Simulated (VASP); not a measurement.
Calculation: PBEsol GGA, VASP's PBE PAW potentials (set 64) (plane waves; VASP).

VASP ran on this input.

File POSCAR:
```
Tl(001) slab
1.0
  3.4340440861   0.0000000000   0.0000000000
 -1.7170220430   2.9739695184   0.0000000000
  0.0000000000   0.0000000000  26.2899635342
Tl
4
Cartesian
  1.7170237601   0.9913221815  11.7517451496
 -0.0000017170   1.9826473369   8.9652456247
  1.7170237601   0.9913221815  17.3247179095
 -0.0000017170   1.9826473369  14.5382183846
```

### KPOINTS
```
Automatic mesh
0
Gamma
9 9 1
0 0 0
```

### INCAR
```
# general
SYSTEM =Tl(001) slab
PREC   =Normal
ENCUT  =400   # plane-wave cut-off (eV)
LREAL  =.FALSE.
LASPH  =.TRUE.

# electronic loop
EDIFF  =1E-5
NELM   =100   # most electronic steps
NELMIN =4
ALGO   =Normal
LMAXMIX=4   # l cut-off of mixed one-centre charges

# smearing
ISMEAR =1   # Methfessel-Paxton
SIGMA  =0.1

# functional
GGA    =PS

# ions
IBRION =2   # conjugate gradients
NSW    =50   # most ionic steps
ISIF   =2   # forces and stress, cell fixed
EDIFFG =-0.03

# output
LWAVE  =.TRUE.
LCHARG =.FALSE.

# other
LDIPOL =.TRUE.
IDIPOL =3
DIPOL  =0.5 0.5 0.5
```

POTCAR, in this order: Tl_d (PBE.64 set). Program: vasp_std.

Unless said otherwise, spin-orbit coupling is left out, though it shifts the bands of the heavy elements here.

What does the run give for the energy per atom (σ→0), band gap (on the k-mesh)?

```json
{
  "energy per atom (σ→0)": "-2.515 eV/atom",
  "band gap (on the k-mesh)": "none (metal, semimetal or under 0.01 eV)"
}
```

OSZICAR:
```
...
   7 F= -.10059812E+02 E0= -.10060018E+02  d E =-.425870E-02
       N       E                     dE             d eps       ncg     rms          rms(c)
DAV:   1    -0.100439935617E+02    0.15815E-01   -0.18524E+01   744   0.204E+01    0.276E-01
DAV:   2    -0.100614967506E+02   -0.17503E-01   -0.17599E-01   801   0.310E+00    0.780E-02
DAV:   3    -0.100618740136E+02   -0.37726E-03   -0.38310E-03   909   0.375E-01    0.701E-02
DAV:   4    -0.100618838008E+02   -0.97873E-05   -0.10255E-04   799   0.799E-02    0.391E-02
DAV:   5    -0.100618927972E+02   -0.89964E-05   -0.22083E-05   506   0.275E-02
   8 F= -.10061893E+02 E0= -.10061670E+02  d E =-.633991E-02
```

The cell is a thin slab with vacuum, built from Tl (hcp): (001) face.
